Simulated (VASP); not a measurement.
Consider the following.

```yaml
crystal:
  lattice:
    - [0.00000, 2.98922, 2.98922]
    - [2.98922, 0.00000, 2.98922]
    - [2.98922, 2.98922, 0.00000]
  atoms:
    - { symbol: Sr, position: [0.00000, 0.00000, 0.00000] }
```

All values below come from vdW-DF-cx, VASP's PBE PAW potentials (set 64) (plane waves; VASP). Run with 520 eV cut-off, 8×8×8 Γ-centred mesh, Gaussian smearing of 0.050 eV, potentials Sr_sv.

The job: Sr (fcc), 1 atom, vdW-DF-cx, static run, 520 eV, 8×8×8 Γ-centred mesh. Roughly how much core time does it take on a busy server core?

About 30 core-seconds (one run on a shared machine, a rough figure). It had 29 irreducible k-points, 9 bands, up to 1459 plane waves and 13 electronic steps.

The compound is Sr in the fcc structure. This cell is one point of a volume scan, at 1.03 of the reference volume.
